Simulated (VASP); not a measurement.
Data:

```
CELL_PARAMETERS angstrom
      2.65675     0.00000     0.00000
      0.00000     2.65675     0.00000
      0.00000     0.00000     3.68677
ATOMIC_POSITIONS crystal
  Fe 0.00000 0.00000 0.00000
  Pt 0.50000 0.50000 0.50000
```
Starting moments (μB, in the order of the record's atoms Fe Pt): 2.7 0.3.

Computed with LDA (Ceperley-Alder, Perdew-Zunger), VASP's LDA PAW potentials (set 64) (plane waves; VASP). Run with 520 eV cut-off, Gaussian smearing of 0.050 eV, potentials Fe Pt.

Q: Give the spin-up energies of bands 1 to 12 at the high-symmetry points, in eV from the Fermi level.

A: 
| band | Γ | X | M | Z | R | A |
|---|---|---|---|---|---|---|
| 1 | -10.05 | -6.54 | -7.39 | -8.25 | -6.94 | -6.61 |
| 2 | -6.73 | -5.19 | -6.04 | -6.24 | -6.90 | -5.18 |
| 3 | -6.66 | -4.77 | -6.04 | -5.92 | -3.80 | -5.18 |
| 4 | -3.40 | -4.34 | -5.94 | -3.48 | -3.75 | -4.04 |
| 5 | -3.40 | -3.32 | -0.87 | -3.00 | -3.36 | -3.35 |
| 6 | -2.82 | -3.20 | -0.55 | -2.35 | -2.82 | -3.35 |
| 7 | -1.73 | -2.82 | -0.18 | -2.19 | -0.74 | -1.91 |
| 8 | -1.64 | -2.13 | -0.11 | -2.19 | -0.62 | -1.82 |
| 9 | -0.28 | -1.76 | -0.11 | -1.95 | -0.56 | -0.55 |
| 10 | -0.05 | -1.62 | 0.84 | -1.95 | -0.53 | 0.85 |
| 11 | -0.05 | 0.67 | 1.77 | -1.34 | -0.21 | 7.28 |
| 12 | 2.13 | 2.45 | 1.77 | -0.72 | -0.12 | 7.28 |

Q: Give the spin-down energies of bands 1 to 12 at the high-symmetry points, in eV from the Fermi level.

A: 
```tsv
band	Γ	X	M	Z	R	A
1	-9.83	-6.37	-7.05	-8.11	-6.57	-6.43
2	-6.36	-4.97	-5.40	-6.05	-6.49	-4.95
3	-6.25	-4.55	-5.40	-5.42	-3.13	-4.95
4	-2.53	-3.58	-5.10	-2.78	-3.13	-2.29
5	-2.53	-2.62	1.10	-1.96	-2.38	-1.60
6	-0.97	-1.42	1.23	-1.96	-0.68	-1.55
7	-0.72	-1.40	1.55	-1.59	-0.37	-1.55
8	0.37	-1.16	1.78	-0.50	-0.34	0.53
9	1.57	0.29	1.78	-0.15	1.00	1.11
10	1.74	0.63	1.87	0.37	1.49	1.87
11	1.74	2.72	2.05	0.37	1.54	8.01
12	2.43	2.74	2.05	1.28	1.59	8.01
```

It has no gap at this level: it comes out as a metal or semimetal.

The compound is FePt in the L1_0 structure. It was relaxed first, which changed the volume by -5 %.
